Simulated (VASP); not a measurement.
Calculation: LDA (Ceperley-Alder, Perdew-Zunger), VASP's LDA PAW potentials (set 64) (plane waves; VASP).

The input files of a VASP run:

File KPOINTS:
```
K-points
0
Gamma
  19 19 19
```

**INCAR**
```
SYSTEM = Fe
PREC = Accurate
ENCUT = 500
EDIFF = 1E-6
NELM = 100
ALGO = Normal
LREAL = .FALSE.
LASPH = .TRUE.
ISMEAR = 1
SIGMA = 0.1
LMAXMIX = 4
ISPIN = 2
MAGMOM = 2.0
LORBIT = 10
LWAVE = .FALSE.
LCHARG = .FALSE.
IBRION = 2
ISIF = 3
NSW = 40
EDIFFG = -0.02
PSTRESS = 200
```

### POSCAR
```
Fe
1
   -1.3424967034     1.3424967034     1.3424967034
    1.3424967034    -1.3424967034     1.3424967034
    1.3424967034     1.3424967034    -1.3424967034
Fe
1
Direct
  0.0000000000   0.0000000000   0.0000000000
```

POTCAR, in this order: Fe (LDA.64 set). Program: vasp_std.

The run wrote:

File OSZICAR:
```
       N       E                     dE             d eps       ncg     rms          rms(c)
DAV:   1     0.134629170210E+02    0.13463E+02   -0.43336E+03  8336   0.119E+03
DAV:   2    -0.100643564846E+02   -0.23527E+02   -0.22290E+02  8005   0.130E+02
DAV:   3    -0.103457313907E+02   -0.28137E+00   -0.28027E+00  8775   0.195E+01
DAV:   4    -0.103471433884E+02   -0.14120E-02   -0.14118E-02  8677   0.125E+00
DAV:   5    -0.103471572088E+02   -0.13820E-04   -0.13820E-04  8690   0.111E-01    0.139E+01
DAV:   6    -0.924811009995E+01    0.10990E+01   -0.99516E+00  8384   0.565E+01    0.405E+00
DAV:   7    -0.920590878219E+01    0.42201E-01   -0.33742E-01  8426   0.106E+01    0.280E+00
DAV:   8    -0.919331878124E+01    0.12590E-01   -0.50664E-03  9699   0.720E-01    0.144E+00
DAV:   9    -0.918389950807E+01    0.94193E-02   -0.51205E-03  9928   0.624E-01    0.324E-01
DAV:  10    -0.918396524868E+01   -0.65741E-04   -0.92472E-04  9844   0.451E-01    0.132E-01
DAV:  11    -0.918394904943E+01    0.16199E-04   -0.10161E-04  8397   0.183E-01    0.215E-02
DAV:  12    -0.918395248230E+01   -0.34329E-05   -0.30058E-06  5558   0.291E-02    0.114E-02
DAV:  13    -0.918395336699E+01   -0.88469E-06   -0.12951E-06  4478   0.201E-02
   1 F= -.79758083E+01 E0= -.79758539E+01  d E =-.797581E+01  mag=     1.7910
```

**OUTCAR**
```
------------------------ aborting loop because EDIFF is reached ----------------------------------------
  FORCE on cell =-STRESS in cart. coord.  units (eV):
  Direction    XX          YY          ZZ          XY          YZ          ZX
  --------------------------------------------------------------------------------------
  Total        1.1927316      1.1927316      1.1927316      0.0000000     -0.0000000      0.0000000
  in kB      197.4484046    197.4484046    197.4484046      0.0000000     -0.0000000      0.0000000
  external PRESSURE =      -2.5515954 kB  Pullay stress =     200.0000000 kB
  volume of cell :        9.68
      direct lattice vectors                 reciprocal lattice vectors
    -1.342496703  1.342496703  1.342496703     0.000000000  0.372440393  0.372440393
     1.342496703 -1.342496703  1.342496703     0.372440393  0.000000000  0.372440393
     1.342496703  1.342496703 -1.342496703     0.372440393  0.372440393  0.000000000
 POSITION                                       TOTAL-FORCE (eV/Angst)
 -----------------------------------------------------------------------------------
      0.00000      0.00000      0.00000        -0.000000      0.000000     -0.000000
 -----------------------------------------------------------------------------------
    total drift:                                0.000000     -0.000000      0.000000
  FREE ENERGIE OF THE ION-ELECTRON SYSTEM (eV)
  ---------------------------------------------------
  free  energy   TOTEN  =        -9.1839533670 eV

  energy  without entropy=       -9.1840901287  energy(sigma->0) =       -9.18399895
  enthalpy is  TOTEN    =        -7.9758082905 eV   P V=        1.2081450765

 total charge

# of ion       s       p       d       tot
------------------------------------------
    1        0.562   0.691   6.410   7.663

 magnetization (x)

# of ion       s       p       d       tot
------------------------------------------
    1       -0.008  -0.033   1.794   1.754

 reached required accuracy - stopping structural energy minimisation
```
(Selected blocks of OUTCAR.)

The compound is Fe in the bcc structure. It was relaxed first under an external pressure of 20 GPa.
